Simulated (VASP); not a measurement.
**RuSe: single point with LDA**

Crystal: RuSe.

```
CELL_PARAMETERS angstrom
0.00000 2.67762 2.67762
2.67762 0.00000 2.67762
2.67762 2.67762 0.00000
ATOMIC_POSITIONS crystal
Ru 0.50000 0.50000 0.50000
Se 0.00000 0.00000 0.00000
```

The cell comes from a database or a generator and needn't be the stable form of this composition.

```
Program             : VASP 6.6.1
Task                : single point
Functional          : LDA
Potentials or basis : VASP PAW LDA potentials, release 64 (Ru_pv, Se)
Cutoff              : 520 eV
k mesh              : 6 × 6 × 6
Occupations         : gaussian, width 0.05 eV
Spin                : collinear spin, ferromagnetic start
Starting moments    : [1.0, 0.0] μB
Fixed moment        : 1 μB
```

```yaml
Pressure: -19.3 GPa
Net_moment: 1.00 μB per cell
Site_moments: Ru +0.87; Se +0.04 μB
Valence_electrons_inside_the_program's_atomic_spheres: Ru 12.41; Se 3.76
```

Wall time 23 s on 1 thread of Intel(R) Xeon(R) Platinum 8375C CPU @ 2.90GHz (Ice Lake), on a shared host, peak memory 0.16 GiB.

Caveat: the total moment is fixed, so each spin has its own Fermi level.
